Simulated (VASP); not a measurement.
```
CELL_PARAMETERS angstrom
     -1.89406     1.89406     4.77226
      1.89406    -1.89406     4.77226
      1.89406     1.89406    -4.77226
ATOMIC_POSITIONS crystal
  Ti 0.75000 0.25000 0.50000
  Ti 0.00000 0.00000 0.00000
  O  0.54171 0.04171 0.50000
  O  0.79171 0.79171 0.00000
  O  0.20829 0.20829 0.00000
  O  0.95829 0.45829 0.50000
```

Computed with vdW-DF-cx, VASP's PBE PAW potentials (set 64) (plane waves; VASP). Numerical set-up: 520 eV cut-off, 9×9×9 Γ-centred mesh, tetrahedra with Blöchl corrections, potentials Ti_sv O.

The cores are frozen, which limits the accuracy of field gradients.

Q: Give the principal components of the electric field gradient (V/Å²) and the asymmetry η at each nucleus.

A: 
| atom | Vxx | Vyy | Vzz | η |
|---|---|---|---|---|
| Ti1 | -5.7 | -5.7 | 11.4 | 0.00 |
| Ti2 | -5.7 | -5.7 | 11.4 | 0.00 |
| O3 | -9.8 | -5.3 | 15.1 | 0.30 |
| O4 | -9.8 | -5.3 | 15.1 | 0.30 |
| O5 | -9.8 | -5.3 | 15.1 | 0.30 |
| O6 | -9.8 | -5.3 | 15.1 | 0.30 |

The compound is TiO2 in the anatase structure, one of several forms; rutile is the usual stable one. It was relaxed first.
